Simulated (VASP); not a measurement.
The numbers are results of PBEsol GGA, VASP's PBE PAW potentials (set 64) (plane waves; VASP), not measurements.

VASP ran on this input.

**POSCAR**
```
SrTiO3
1
    3.8964091187     0.0000000000     0.0000000000
    0.0000000000     3.8964091187     0.0000000000
    0.0000000000     0.0000000000     3.8964091187
Sr Ti O
1 1 3
Direct
  0.0000000000   0.0000000000   0.0000000000
  0.5000000000   0.5000000000   0.5000000000
  0.5000000000   0.0000000000   0.5000000000
  0.0000000000   0.5000000000   0.5000000000
  0.5000000000   0.5000000000   0.0000000000
```

### KPOINTS
```
Automatic
0
gamma
6 6 6
```

INCAR:
```
ALGO = Normal
EDIFF = 1E-7
ENCUT = 520
GGA = PS
ISIF = 2
ISMEAR = -5
LASPH = .TRUE.
LCHARG = .TRUE.
LEFG = .TRUE.
LMAXMIX = 4
LORBIT = 11
LREAL = .FALSE.
LWAVE = .FALSE.
NEDOS = 601
NELM = 100
PREC = Accurate
SYSTEM = SrTiO3
```

POTCAR, in this order: Sr_sv Ti_sv O (PBE.64 set). Program: vasp_std.

Q: Predict the energy per atom (σ→0), band gap (on the k-mesh).

A: 
- energy per atom (σ→0): -8.403 eV/atom
- band gap (on the k-mesh): 1.81 eV

### OSZICAR
```
...
DAV:  12    -0.420158399226E+02    0.23722E-03   -0.29406E-03  1240   0.638E-01    0.558E-02
DAV:  13    -0.420158673110E+02   -0.27388E-04   -0.17978E-04  1368   0.108E-01    0.382E-02
DAV:  14    -0.420158627954E+02    0.45156E-05   -0.53775E-05  1312   0.494E-02    0.105E-02
DAV:  15    -0.420158615852E+02    0.12102E-05   -0.11653E-05  1328   0.334E-02    0.455E-03
DAV:  16    -0.420158619671E+02   -0.38188E-06   -0.17693E-06  1312   0.132E-02    0.438E-03
DAV:  17    -0.420158616881E+02    0.27898E-06   -0.56905E-07  1104   0.106E-02    0.109E-03
DAV:  18    -0.420158616785E+02    0.95388E-08   -0.35659E-08   520   0.157E-03
   1 F= -.42015862E+02 E0= -.42015862E+02  d E =0.000000E+00
```

The compound is SrTiO3 in the cubic perovskite structure, the ideal cubic form; the compound distorts at low or room temperature. It was relaxed first.
